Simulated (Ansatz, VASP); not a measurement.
**As (arsenene bilayer, AA) in two plane-wave programs**

Aim: how closely do two programs agree when they are given the same cell, functional and k mesh? The structure shown is the start of the Ansatz relaxation below; VASP solves that cell, so the two are compared at the walk's first step.

Program: Ansatz 0.2.0. Level of theory: plane waves, with VASP 6.6.1 beside it; single point at PBE with D3(BJ). Results are calculated unless marked as measured.

### Step 1. Set-up

The cell holds 4 atoms: 4 As. Its edges and angles: a = 3.610 Å, b = 3.610 Å, c = 35.400 Å, α = 90.0°, β = 90.0°, γ = 120.0°. Vacuum lies along c. The height across the vacuum is the one that the program set for its solve, not the one typed.

### Step 2. Ansatz: relaxation, PBE with D3(BJ)

Ansatz runs on its default PAW (the set named soft_2) files.

The two programs are compared at the cell with which this relaxation starts, whose forces are those of its first step.

Contents of input.yaml:

```yaml
crystal:
  lattice:
    - [3.61, 0.0, 0.0]
    - [-1.805, 3.1263517077, 0.0]
    - [0.0, 0.0, 23.8]
  atoms:
    - { symbol: As, position: [0.6666666667, 0.3333333333, 0.3781512605] }
    - { symbol: As, position: [0.3333333333, 0.6666666667, 0.4369747899] }
    - { symbol: As, position: [0.6666666667, 0.3333333333, 0.5630252101] }
    - { symbol: As, position: [0.3333333333, 0.6666666667, 0.6218487395] }
  periodic: [true, true, false]
kpoints:
  mp_grid: { grid: [12, 12, 1] }
hamiltonian:
  xc: pbe
  dispersion: d3bj
scf:
  occupations: { method: fermi_dirac, width: 0.05 }
  convergence: { dr2_threshold: 1.0e-09 }
relax:
  f_tol: 0.004
  max_steps: 90
  cell: {}
output:
  write_potential: true
  write_density: true
  volumetric_format: npy
```

Started as:

```sh
$ ansatz run input.yaml --threads 4 --pin off --max-ram 6144MiB --backend cpu --events-out ev --progress --plain --runs-dir out
```

Numbers of over 12 decimals in the logs are rounded to 6 here.

Log:

```text
Warning: crystal.periodic: the lattice vector that does not repeat stood 0.000° off the slab's normal, 23.800 Å along it as the deck builds it. The run solves the slab on a vector along the normal, 35.400 Å long, with every atom where it was (on the deck's vector they left 18.00 Å outside them, and the widest stretch free of ions among them is 3.00 Å). A fractional position that the run reports is one of the run's ce [...]
Warning: relax.cell: scf.convergence.dr2_threshold = 1e-9 eV is looser than the 1.60230732251e-10 eV advised for a relaxation that steers and ends on the stress (1e-10 eV for each atom of the cell: 4, times the square of relax.cell.stress_2d_tol = 0.05 N/m over 15.8 Å (the atoms' height at the walk's start and 5 Å past either face), 3.165e-2 GPa, over a crystal's default 0.05). What an SCF threshold leaves in a stress goes as its square root, and in the free energy as the threshold itself, and one threshold admits the most on a small cell: [figures from the program's tests cut] Set scf.convergence.dr2_threshold to 1.60230732251e-10 eV or tighter. [rest of the remark cut]
crystal.periodic: the lattice vector that does not repeat stood 0.000° off the slab's normal, 23.800 Å along it as the deck builds it. The run solves the slab on a vector along the normal, 35.400 Å long, with every atom where it was (on the deck's vector they left 18.00 Å outside them, and the widest stretch free of ions among them is 3.00 Å). A fractional position that the run reports is one of the run's cell, which [...]
Engine: ansatz 0.2.0, aarch64-unknown-linux-gnu
Pseudopotentials: kind: paw
Pseudopotential: As, paw, valence charge 15, recommended cutoff 420 eV (normal), As.paw.azcp
Functional definition: PBE
  parameter kappa = 0.804
  parameter beta = 0.066725
  exchange = pbe_x(kappa = kappa, mu = beta*pi^2/3)
  correlation = pbe_c(beta = beta)
Crystal: 4 atoms, lattice volume = 399.529 Å³
Basis set: ecut = 420 eV, 7727 PW (Γ), exchange–correlation on 50×50×480 points (8 copies of the dense FFT grid, shifted against one another)
Bands: 36, of which v1, the nominal top of the filled ones, is band 30 counted from 1 (29 counted from 0)
Symmetry: 12 space group operations
Space group: P-3m1 (ITA 164), of the structure as read, at distance tolerance 7.4e-5 Å
k-points: 19 of 144
[...]
preconditioner: auto → Resta (q_TF=auto, 1.995 Å⁻¹)  ε∞=1.9  [insulator: Δε(μ)=0.733 eV  Ē_g=8.870 eV  σ=0.050 eV  W_gap=1.00  n_scr=22 (ndim 8)  ℏωp=8.4 eV  f_vac=0.731  D(μ)=0.00/eV (n_scr^D=0)  ε∞_Penn≈1.9  vacuum switching on, ρ_ref=5.7e-3 e/Å³]
SCF iter   2: F=—  HF=-19425.622041 eV  |F-HF|=—  |Δ(HF+E_count)|=   1.92e-4  Δρ=1.52e-4  dr2=7.45e-5  ethr=9.78e-7  ⟨swp⟩=2.3  Hψ=883  notcnv=0
SCF iter   3: F=—  HF=-19425.622033 eV  |F-HF|=—  |Δ(HF+E_count)|=   7.96e-6  Δρ=4.73e-5  dr2=3.11e-5  ethr=1.24e-7  ⟨swp⟩=3.7  Hψ=1354  notcnv=0
SCF iter   4: F=—  HF=-19425.622034 eV  |F-HF|=—  |Δ(HF+E_count)|=   1.14e-6  Δρ=3.35e-5  dr2=1.70e-5  ethr=5.19e-8  ⟨swp⟩=2.4  Hψ=792  notcnv=0
SCF iter   5: F=—  HF=-19425.622033 eV  |F-HF|=—  |Δ(HF+E_count)|=   6.41e-7  Δρ=1.35e-5  dr2=2.44e-6  ethr=2.83e-8  ⟨swp⟩=2.0  Hψ=834  notcnv=0
SCF iter   6: F=—  HF=-19425.622052 eV  |F-HF|=—  |Δ(HF+E_count)|=   1.89e-5  Δρ=3.67e-6  dr2=2.45e-7  ethr=4.06e-9  ⟨swp⟩=1.9  Hψ=883  notcnv=0
SCF iter   7: F=—  HF=-19425.622052 eV  |F-HF|=—  |Δ(HF+E_count)|=   2.71e-8  Δρ=7.36e-7  dr2=8.54e-9  ethr=4.08e-10  ⟨swp⟩=2.1  Hψ=881  notcnv=0
SCF iter   8: F=-19425.622052 eV  HF=-19425.622052 eV  |F-HF|=8.00e-11  |Δ(HF+E_count)|=   1.43e-9  Δρ=1.30e-7  dr2=2.33e-10  ethr=1.67e-12  ⟨swp⟩=8.9  Hψ=5218  notcnv=0
SCF 5 converged in 8 iterations: F = -19425.622052 eV  dr2 = 2.33e-10
relax step   5: F+E_penalty+E_count = -19425.62205193 eV  Δ(F+E_penalty+E_count) = -3.055e-4 eV  max|allowed force component| = 6.574e-3 eV/Å  Δτ_max = 0.0083 Å  P = +0.031 N/m  Ω = 392.755 Å³  energy of the carried Pulay correction = +2.067e-4 eV  fix = [c, alpha, beta]  reactions: c +0.000 N/m  (8 SCF iters, accepted)
[...]
relax step   6: F+E_penalty+E_count = -19425.62205434 eV  Δ(F+E_penalty+E_count) = -2.414e-6 eV  max|allowed force component| = 1.919e-4 eV/Å  Δτ_max = 0.0008 Å  P = +0.001 N/m  Ω = 392.881 Å³  energy of the carried Pulay correction = +2.028e-4 eV  fix = [c, alpha, beta]  reactions: c +0.000 N/m  (5 SCF iters, accepted)
[...]
relax step   7: F+E_penalty+E_count = -19425.62185597 eV  Δ(F+E_penalty+E_count) = +1.984e-4 eV  max|allowed force component| = 2.154e-4 eV/Å  Δτ_max = 0.0000 Å  P = -0.000 N/m  Ω = 392.881 Å³  fix = [c, alpha, beta]  reactions: c -0.000 N/m  stress off target by 1.85e-4 N/m on what of the cell is left free  SCF on the basis re-selected at this cell (its energy is not comparable with the rows above)  (5 SCF iters)
basis re-selected at this cell: Δ(F+E_penalty+E_count) = +1.984e-4 eV, ΔP = -0.001 N/m vs the last step (what re-selecting the basis moved, of the pressure what is left beyond the Pulay correction that the steps carried, after the strain that the cell walked since its last selection, with what the two solves' SCF thresholds leave and, on support functions, any second-order correction that the steps lacked; it is no measure of the basis error at this ecutwfc). The dense FFT grid was sized anew with the basis: this SCF ran on 24×24×240 points, the steps before it on 25×25×240, so part of this shift can come from that change (see relax.cell in the input reference). [rest of the remark cut]
SCF converged after 5 iterations
Free energy (F): -19425.621856 eV
Harris-Foulkes:  -19425.621856 eV  (|F-HF|=6.18e-11)
Internal energy: -19425.621784 eV  (E = F + TS)
E sigma→0 (E₀):  -19425.621820 eV
Entropy (-TS):   -0.000072 eV (-0.018 meV/atom)
Fermi energy:    -4.480452 eV
--- Per-component energies (eV) ---
  E_band       = -1831.000571
  E_kinetic    = 409.319196
  E_local      = -188118.923650  (includes V_loc(G=0)·N_el)
  E_nonlocal   = -2682.957836
  E_hartree    = 93972.423586
  E_xc         = -316.100872
  E_vxc        = -315.559350  (∫ρ·V_xc dr)
  E_paw        = -7338.182182  (= ΣΔE_a)
  E_vpaw       = 932.272950  (= ΣTr[D̂ρ^β])
  E_aug_tail   = 0.000027  (compensation charges beyond the density's cutoff)
  E_ewald      = 84649.928459
  E_disp       = -1.128512  (pairwise vdW)
  E_smearing   = -0.000072  (= −TS)
  E_closure    = 0.000000  (closes the sum)
  Σ components = -19425.621856   (vs F -19425.621856, Δ=0.00e0)
--- Forces (eV/Å), atoms counted from 1 ---
  atom   1  As     0.00000000     0.00000000    -0.00021545
  atom   2  As     0.00000000    -0.00000000     0.00007680
  atom   3  As     0.00000000     0.00000000    -0.00007680
  atom   4  As     0.00000000    -0.00000000     0.00021545
  max |Σ_I F_I| component: 2.71e-20 eV/Å
--- 2D stress c σ (N/m, compression-positive) ---
       -0.000185       0.000000      -0.000000
        0.000000      -0.000185      -0.000000
       -0.000000      -0.000000      -0.000000
  P = ½ c Tr σ = -0.0002 N/m
--- Band table (eV; the first three rows and the last of 19) ---
  k-point 0: bands = [... 26 lower, -5.4019, -5.2751, -5.2751, -5.0278, -3.4168, -2.6112, -1.8546, -1.8546, ... 2 higher]
  k-point 1: bands = [... 26 lower, -6.1314, -5.6185, -5.4834, -4.8581, -2.7631, -2.3806, -1.9682, -1.6756, ... 2 higher]
  k-point 2: bands = [... 26 lower, -6.3698, -6.0947, -5.9462, -4.9584, -3.2040, -2.7651, -1.3490, -1.3404, ... 2 higher]
  k-point 18: bands = [... 26 lower, -7.9193, -7.9193, -7.0072, -7.0072, -4.0333, -2.8722, -1.4367, -1.4367, ... 2 higher]
  the weakly bound empty levels are not read free of the cell's end (no_gap_told)
--- Relaxed structure (6 steps of the walk, 5 accepted, 1 SCFs on fresh bases) ---
  F+E_penalty+E_count = -19425.62185597 eV   max|allowed force component| = 2.154e-4 eV/Å   (the final SCF, on the basis selected at the relaxed cell)
  cell:  # Å, volume = 392.8814 Å³
    - [3.579841489661, 0, 0]
    - [-1.789921, 3.100234, 0]
    - [0, 0, 35.4000000004]
  atoms:
    - { symbol: As, position: [0.666667, 0.333333, 0.254505] }
    - { symbol: As, position: [0.333333, 0.666667, 0.293916] }
    - { symbol: As, position: [0.666667, 0.333333, 0.378400] }
    - { symbol: As, position: [0.333333, 0.666667, 0.417812] }
```

### Step 3. VASP: single point, PBE with D3(BJ), start cell

The same cell, functional, mesh and smearing now go to VASP, with its own data sets.

Lines of VASP's logs that name or quote its potential files are left out, and so is its time.

Contents of INCAR:

```
SYSTEM = As
PREC = Accurate
ENCUT = 400
EDIFF = 1E-06
NELM = 120
ISMEAR = -1
SIGMA = 0.05
LREAL = .FALSE.
ALGO = Normal
GGA = PE
IVDW = 12
NBANDS = 16
LORBIT = 11
LWAVE = .FALSE.
LCHARG = .FALSE.
ISIF = 2
LDIPOL = .TRUE.
IDIPOL = 3
DIPOL = 0.5 0.5 0.336
LVHAR = .TRUE.
LASPH = .TRUE.
GGA_COMPAT = .FALSE.
EFERMI = MIDGAP
NELMDL = -8
```

Contents of POSCAR:

```
As
1.0
    3.6100000000      0.0000000000      0.0000000000
   -1.8050000000      3.1263520000      0.0000000000
    0.0000000000      0.0000000000     35.4000000000
As
4
Direct
    0.6666666134      0.3333332267      0.2542372881
    0.3333332267      0.6666664534      0.2937853107
    0.6666666134      0.3333332267      0.3785310734
    0.3333332267      0.6666664534      0.4180790960
```

Contents of KPOINTS:

```
Automatic mesh
0
Gamma
12 12 1
0 0 0
```

The projector-augmented-wave data sets are As (PBE family, release 64).

Started as:

```sh
$ mpirun -np 1 vasp_std
```

Log:

```text
[banner, memory and clock lines left out]
running    1 mpi-ranks, on    1 nodes
 distrk:  each k-point on    1 cores,    1 groups
 distr:  one band on    1 cores,    1 groups

 POSCAR found type information on POSCAR As
 POSCAR found :  1 types and       4 ions
 LDA part: xc-table for (Slater+PW92), standard interpolation
 POSCAR, INCAR and KPOINTS ok, starting setup
 FFT: planning ... GRIDC
 FFT: planning ... GRID_SOFT
 FFT: planning ... GRID
 WAVECAR not read
 entering main loop
       N       E                     dE             d eps       ncg     rms          rms(c)
DAV:   1     0.124462568626E+03    0.12446E+03   -0.52013E+03   608   0.686E+02
DAV:   2    -0.440017279523E+01   -0.12886E+03   -0.12333E+03   960   0.134E+02
DAV:   3    -0.184429743169E+02   -0.14043E+02   -0.13998E+02   864   0.558E+01
DAV:   4    -0.187335473355E+02   -0.29057E+00   -0.28948E+00   848   0.995E+00
DAV:   5    -0.187399544336E+02   -0.64071E-02   -0.64049E-02   808   0.136E+00
DAV:   6    -0.187401484828E+02   -0.19405E-03   -0.19405E-03   864   0.236E-01
DAV:   7    -0.187401548321E+02   -0.63493E-05   -0.63493E-05   824   0.367E-02
DAV:   8    -0.187401551356E+02   -0.30350E-06   -0.30366E-06   760   0.765E-03    0.461E+00
DAV:   9    -0.186725906008E+02    0.67565E-01   -0.35369E-02   768   0.948E-01    0.275E+00
DAV:  10    -0.186356372189E+02    0.36953E-01   -0.73920E-02   800   0.141E+00    0.154E-01
DAV:  11    -0.186360979562E+02   -0.46074E-03   -0.20383E-03   824   0.242E-01    0.599E-02
DAV:  12    -0.186361164629E+02   -0.18507E-04   -0.28740E-04   856   0.100E-01    0.237E-02
DAV:  13    -0.186360889282E+02    0.27535E-04   -0.81371E-05   840   0.401E-02    0.111E-02
DAV:  14    -0.186361031144E+02   -0.14186E-04   -0.28730E-05   808   0.206E-02    0.612E-03
DAV:  15    -0.186361444867E+02   -0.41372E-04   -0.63015E-06   752   0.995E-03    0.366E-03
DAV:  16    -0.186362189088E+02   -0.74422E-04   -0.18306E-05   712   0.128E-02    0.190E-03
DAV:  17    -0.186362394949E+02   -0.20586E-04   -0.19145E-06   704   0.427E-03    0.127E-03
DAV:  18    -0.186362626927E+02   -0.23198E-04   -0.98217E-07   688   0.333E-03    0.549E-04
DAV:  19    -0.186362728656E+02   -0.10173E-04   -0.22599E-07   640   0.130E-03    0.439E-04
DAV:  20    -0.186362803225E+02   -0.74570E-05   -0.18518E-07   600   0.106E-03    0.206E-04
DAV:  21    -0.186362823764E+02   -0.20539E-05   -0.34542E-08   512   0.437E-04    0.111E-04
DAV:  22    -0.186362833526E+02   -0.97625E-06   -0.28493E-08   544   0.351E-04
   1 F= -.19743464E+02 E0= -.19743420E+02  d E =-.886731E-04
```

OUTCAR, selected parts (step 3):

```text
ion  position               nearest neighbor table
   1  0.667  0.333  0.254-   2 2.51   2 2.51   2 2.51
   2  0.333  0.667  0.294-   1 2.51   1 2.51   1 2.51
   3  0.667  0.333  0.379-   4 2.51   4 2.51   4 2.51
   4  0.333  0.667  0.418-   3 2.51   3 2.51   3 2.51

  LATTYP: Found a hexagonal cell.
 ALAT       =     3.6100000000
 C/A-ratio  =     9.8060941828

 Subroutine GETGRP returns: Found 12 space group operations
 (whereof  6 operations were pure point group operations)

The static configuration has the point symmetry C_3v.
 The point group associated with its full space group is D_3d.

 Found     19 irreducible k-points:

   k-points           NKPTS =     19   k-points in BZ     NKDIM =     19   number of bands    NBANDS=     16

   dimension x,y,z NGX =    24 NGY =   24 NGZ =  240
   dimension x,y,z NGXF=    48 NGYF=   48 NGZF=  480

   ENCUT  =  400.0 eV  29.40 Ry    5.42 a.u.   5.89  5.89 57.73*2*pi/ulx,y,z

   NELECT =      20.0000    total number of electrons

 k-points in reciprocal lattice and weights: Automatic mesh
   0.00000000  0.00000000  0.00000000       0.007
   0.08333333  0.00000000  0.00000000       0.042
   0.16666667  0.00000000  0.00000000       0.042
   0.25000000  0.00000000  0.00000000       0.042
   0.33333333  0.00000000  0.00000000       0.042
   0.41666667  0.00000000  0.00000000       0.042
   0.50000000  0.00000000  0.00000000       0.021
   0.08333333  0.08333333  0.00000000       0.042
   0.16666667  0.08333333  0.00000000       0.083
[...]
0.33333333  0.25000000  0.00000000       0.083
   0.33333333  0.33333333  0.00000000       0.014

 dipolmoment           0.000000      0.000000      0.000001 electrons x Angstroem

 average (electrostatic) potential at core
       1 -57.4860       2 -57.5265       3 -57.5265       4 -57.4860

 E-fermi :  -2.3689

 k-point     1 :       0.0000    0.0000    0.0000
  band No.  band energies     occupation
    ...
      6      -3.3353      2.00000
      7      -3.3353      2.00000
      8      -3.2097      2.00000
      9      -3.2097      2.00000
     10      -2.9072      1.99996
     11      -1.4644      0.00000
     12      -0.6281      0.00000
     13       0.1779      0.00000
     14       0.1779      0.00000
     15       0.2100      0.00000
    ...

 k-point     2 :       0.0833    0.0000    0.0000
  band No.  band energies     occupation
    ...
      6      -4.1997      2.00000
      7      -4.0253      2.00000
      8      -3.5442      2.00000
      9      -3.4106      2.00000
     10      -2.7329      1.99862
     11      -0.7894      0.00000
     12      -0.3786      0.00000
     13       0.0577      0.00000
     14       0.3282      0.00000
     15       0.3513      0.00000
    ...

 k-point     3 :       0.1667    0.0000    0.0000
  band No.  band energies     occupation
    ...
      6      -5.3960      2.00000
      7      -4.1978      2.00000
      8      -4.0056      2.00000
      9      -3.8587      2.00000
     10      -2.8393      1.99984
     11      -1.1573      0.00000
     12      -0.7059      0.00000
     13       0.6372      0.00000
     14       0.6719      0.00000
     15       0.9293      0.00000
    ...

 Edisp (eV)   -1.10718

  Total      -0.73844    -0.73844    -0.30363     0.00000     0.00000     0.00000
  in kB      -2.96127    -2.96127    -1.21759     0.00000     0.00000     0.00000
  external pressure =       -2.38 kB  Pullay stress =        0.00 kB

  energy-cutoff  :      400.00
  volume of cell :      399.53
      direct lattice vectors                 reciprocal lattice vectors
     3.610000000  0.000000000  0.000000000     0.277008310  0.159930808  0.000000000
    -1.805000000  3.126352000  0.000000000     0.000000000  0.319861615  0.000000000
     0.000000000  0.000000000 35.400000000     0.000000000  0.000000000  0.028248588

 POSITION                                       TOTAL-FORCE (eV/Angst)
 -----------------------------------------------------------------------------------
      1.80500      1.04212      9.00000         0.000000      0.000000      0.084524
      0.00000      2.08423     10.40000         0.000000      0.000000     -0.066920
      1.80500      1.04212     13.40000         0.000000      0.000000      0.066920
      0.00000      2.08423     14.80000        -0.000000     -0.000000     -0.084524
 -----------------------------------------------------------------------------------
    total drift:                               -0.000000      0.000397     -0.000000

  FREE ENERGIE OF THE ION-ELECTRON SYSTEM (eV)
  ---------------------------------------------------
  free  energy   TOTEN  =       -19.7434639266 eV

  energy  without entropy=      -19.7433752535  energy(sigma->0) =      -19.74341959

 vacuum level on the upper side and lower side of the slab         2.121         2.120

 total charge
# of ion       s       p       d       tot
------------------------------------------
    1        1.296   1.370   0.040   2.706
    2        1.299   1.364   0.043   2.705
    3        1.299   1.364   0.043   2.705
    4        1.296   1.370   0.040   2.706
--------------------------------------------------
tot          5.189   5.467   0.166  10.822

[... 3 further parts left out ...]
```

### Step 4. Differences

Known differences besides the potentials themselves: Ansatz cuts the interaction across the vacuum, VASP repeats the sheet with a dipole correction; the data sets hold 60 valence electrons in Ansatz (on its default PAW (the set named soft_2) files) and 20 in VASP; the cutoff is 420 eV in Ansatz and 400 eV in VASP. Total energies have different zeros and are not compared.

Forces (eV/Å; atoms numbered as in POSCAR):

| atom | Ansatz x, y, z | VASP x, y, z |
| --- | --- | --- |
| As1 | 0.000, 0.000, 0.166 | 0.000, 0.000, 0.085 |
| As2 | 0.000, 0.000, -0.150 | 0.000, 0.000, -0.067 |
| As3 | 0.000, 0.000, 0.150 | 0.000, 0.000, 0.067 |
| As4 | 0.000, 0.000, -0.166 | 0.000, 0.000, -0.085 |

The forces differ by 48 meV/Å r.m.s., which is 108.2 % of the r.m.s. force of 0.044 eV/Å (both taken over all components). With vacuum in the cell, a pressure given here is an average over mostly empty space and none of the material.

### Step 5. What came out

- r.m.s. force difference (single point, PBE with D3(BJ), start cell): 48 meV/Å

In words: The r.m.s. force difference is 48 meV/Å (single point, PBE with D3(BJ), start cell), beyond the 12 meV/Å picked in this series as the mark of a large difference. The data sets hold unlike numbers of valence electrons (60 in Ansatz and 20 in VASP), so part of the differences comes from the potentials. What causes the difference of the single point, PBE with D3(BJ), start cell pair stays open here. 1 further run of this series is not shown here. How closely two codes agree says nothing of how well the functional describes the real material.

[Lines on the potential files, build, host, timing and source positions are cut from VASP's logs without a mark.]

[Logs are printed without paths, hosts, clocks, repeated set-up lines and the standing remarks that a program may print on its own settings, such as how far it seeks lower states.]

[Hosts, paths, dates, database ids (printed as entryN), source tags and the programs' standing remarks are cut or masked in the printed files.]
